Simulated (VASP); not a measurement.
# MgS (Niningerite): Mg into a neighbouring Mg vacancy, part 5 of 5

Wanted: the minimum-energy path in MgS (Niningerite) for this move: Mg into a neighbouring Mg vacancy. The start is a cell from a database of measured crystal structures.

VASP 6.6.1; PBEsol; plane waves and PAW (S, Mg).

So far. Step 3 (Relax the start): The run ended after 7 ionic steps, 0.559 eV below its first step, once the forces on the free atoms met EDIFFG = -0.05. Step 4 (Relax the end): The run ended after 8 ionic steps, 0.670 eV below its first step, once the forces on the free atoms met EDIFFG = -0.05.

## (5) Nudged elastic band (continued)

Parts of OUTCAR (step 5):

```text
NELECT = 216

 ion  position               nearest neighbor table
   1  0.167  0.168  0.167-  39 2.56  31 2.57  37 2.58  30 2.58  36 2.59  28 2.79
   2  0.167  0.167  0.500-  40 2.59  31 2.59  37 2.59  32 2.60  38 2.60  29 2.60
   3  0.170  0.170  0.830-  41 2.51  32 2.55  30 2.55  38 2.55  36 2.55
   4  0.166  0.499  0.168-  40 2.59  39 2.59  33 2.60  31 2.60  42 2.60  34 2.61
   5  0.164  0.499  0.501-  40 2.58  35 2.59  41 2.60  43 2.61  32 2.62  34 2.62
   6  0.164  0.500  0.835-  39 2.59  35 2.59  41 2.60  44 2.61  33 2.62  30 2.63
   7  0.171  0.828  0.170-  28 2.07  43 2.49  42 2.52  34 2.54  36 2.54
   8  0.166  0.834  0.501-  35 2.57  37 2.57  44 2.58  43 2.59  29 2.61
   9  0.170  0.829  0.829-  44 2.51  33 2.54  38 2.55  29 2.55  42 2.56
  10  0.498  0.166  0.168-  40 2.59  39 2.59  45 2.60  37 2.60  48 2.60  46 2.61
  11  0.498  0.166  0.501-  40 2.58  47 2.58  41 2.60  49 2.61  38 2.62  46 2.63
  12  0.499  0.165  0.836-  39 2.59  47 2.59  41 2.60  50 2.60  45 2.62  36 2.63
  13  0.500  0.500  0.166-  51 2.58  40 2.58  43 2.61  49 2.61  48 2.62  42 2.63
  14  0.500  0.500  0.499-  44 2.61  52 2.61  41 2.61  49 2.62  50 2.62  43 2.62
  15  0.499  0.500  0.835-  53 2.59  39 2.59  50 2.61  44 2.61  48 2.63  42 2.63
  16  0.500  0.835  0.165-  51 2.58  37 2.59  52 2.60  43 2.61  45 2.62  36 2.62
  17  0.500  0.835  0.499-  37 2.59  53 2.59  52 2.60  44 2.61  38 2.62  46 2.63
  18  0.501  0.833  0.833-  51 2.59  38 2.59  53 2.60  47 2.60  42 2.60  36 2.61
  19  0.828  0.172  0.170-  28 2.07  49 2.50  48 2.52  30 2.53  46 2.54
  20  0.833  0.166  0.502-  47 2.57  31 2.57  50 2.57  49 2.59  29 2.61
  21  0.829  0.170  0.830-  50 2.51  45 2.55  32 2.55  48 2.55  29 2.56
  22  0.834  0.500  0.165-  51 2.58  31 2.59  52 2.60  49 2.60  33 2.62  30 2.62
  23  0.835  0.500  0.500-  53 2.59  31 2.59  52 2.60  50 2.61  32 2.62  34 2.63
  24  0.833  0.501  0.833-  51 2.59  53 2.59  32 2.59  35 2.60  48 2.60  30 2.61
  25  0.829  0.829  0.170-  52 2.51  34 2.55  45 2.55  33 2.55  46 2.55
  26  0.830  0.832  0.503-  53 2.56  35 2.58  47 2.58  46 2.58  34 2.58  28 2.79
  27  0.832  0.833  0.833-  51 2.59  35 2.59  47 2.59  45 2.60  33 2.60  29 2.60
  28  0.999  1.000  0.247-  19 2.07   7 2.07  26 2.79   1 2.79  46 3.22  30 3.23  34 3.23  36 3.23

  tangential force (eV/A)        -0.937470
  left and right image   1.043768  1.038497 A

  tangential force (eV/A)        -0.939322
  left and right image   1.051372  1.046838 A

 E-fermi :   4.0152

 k-point     1 :       0.0000    0.0000    0.0000
  band No.  band energies     occupation
    ...
    104       3.5650      2.00000
    105       3.5887      2.00000
    106       3.7245      2.00000
    107       3.7261      2.00000
    108       3.7524      2.00000
    109       7.2994      0.00000
    110       7.4393      0.00000
    111       7.4498      0.00000
    112       7.4733      0.00000
    113       7.5125      0.00000
    ...

 POSITION                                       TOTAL-FORCE (eV/Angst)
 -----------------------------------------------------------------------------------
      2.52180      2.51874      2.46228         0.032328      0.030668      0.096169
      5.15987      5.15602      2.58045        -0.014776     -0.014826      0.002419
      7.79748      7.79276      2.59948        -0.042660     -0.040558      0.081478
      5.10175      2.58494      5.11101         0.008448     -0.017624      0.042382
      7.75129      5.18602      5.13752        -0.011571     -0.043179      0.023189
     10.37515      7.74057      5.14984        -0.013102     -0.012894     -0.003987
      7.51733      2.75372      7.76405         0.143728     -0.122898      0.000395
     10.32906      5.16684      7.76134        -0.004537     -0.038463      0.000456
     12.87331      7.75126      7.76216        -0.049942     -0.014733      0.000812
      2.58780      5.09792      5.11046        -0.017987      0.008908      0.044056
      5.18708      7.75012      5.13565        -0.036877     -0.014566      0.026185
      7.74387     10.37245      5.15301        -0.012872     -0.014699     -0.008572
      5.14215      5.14104      7.76160        -0.016799     -0.020225      0.001440
      7.77690      7.77453      7.76205        -0.023780     -0.025470      0.001259
     10.30316     10.29897      7.76320         0.014358      0.016966      0.000365
      7.75155      5.18493     10.38982        -0.011668     -0.041981     -0.027343
     10.37594      7.73902     10.37204        -0.012655     -0.011573      0.008475
     12.87126     10.35368     10.41661         0.005355     -0.018331     -0.047466
      2.75387      7.51533      7.76275        -0.118084      0.140806      0.001366
      5.16917     10.32561      7.76393        -0.036785     -0.004209     -0.001415
      7.75333     12.86628      7.76563        -0.014559     -0.041455     -0.004178
      5.18935      7.74853     10.38908        -0.041142     -0.013108     -0.027023
      7.74492     10.37027     10.37661        -0.015519     -0.010273      0.000664
     10.35713     12.86569     10.41494        -0.017712      0.008933     -0.043463
[...]
-----------------------------------------------------------------------------------
    total drift:                               -0.022937     -0.027598     -0.025169

  FREE ENERGIE OF THE ION-ELECTRON SYSTEM (eV)
  ---------------------------------------------------
  free  energy   TOTEN  =      -229.6912698382 eV

  energy  without entropy=     -229.6912698382  energy(sigma->0) =     -229.69126984

  tangential force (eV/A)        -0.943544
  left and right image   1.055566  1.051739 A

[... 6 parts as in an earlier step ...]

[... 7 further parts left out ...]
```

Images along the path:

| image | path (A) | energy (eV) | Mg28: x, y, z (Å) |
| --- | --- | --- | --- |
| 0 | 0.000 | 0.0000 | 2.536, 10.295, 7.760 |
| 1 | 1.056 | 0.6232 | 1.973, 9.741, 7.763 |
| 2 | 2.107 | 1.3655 | 1.292, 9.058, 7.754 |
| 3 | 3.159 | 0.6116 | 0.612, 8.375, 7.763 |
| 4 | 4.216 | 0.0029 | 0.056, 7.825, 7.760 |

Numbers from this step:

* electronic cycles: 115
* path length: 4.216 Å
* barrier: 1.365 eV
* barrier in the reverse direction: 1.363 eV
* barrier from a spline through the images: 1.365 eV
* reaction energy: 0.002852 eV

What the program prints for this run, and its count of cycles, belong to image 1; the force that counts for the threshold is the band's, across the path.

## (6) Results

| Property | Result |
| --- | --- |
| hop | Mg into a neighbouring Mg vacancy |
| barrier | 1.37 eV |
| barrier in the reverse direction | 1.36 eV |
| barrier from a spline through the images | 1.37 eV |
| reaction energy | 0.00285 eV |
| path length | 4.22 Å |

**Reading.** The barrier is 1.37 eV forwards and 1.36 eV backwards. With an attempt frequency of 10¹³ per second, taken as a typical value, this barrier gives about 10^-10 hops a second at 300 K. Both ends are alike and an image sits at the midpoint, which is the saddle if the path is symmetric. The band met its force threshold after 15 steps. Cell and mesh are small and were not tested. The band started on a straight line, so other routes may lie lower.

[Lines on the potential files, build, host, timing and source positions are cut from VASP's logs without a mark.]

[Logs are printed without paths, hosts, clocks, repeated set-up lines and the standing remarks that a program may print on its own settings, such as how far it seeks lower states.]

[Hosts, paths, dates, database ids (printed as entryN), source tags and the programs' standing remarks are cut or masked in the printed files.]

[Runs that stopped without an error message from VASP are left out.]
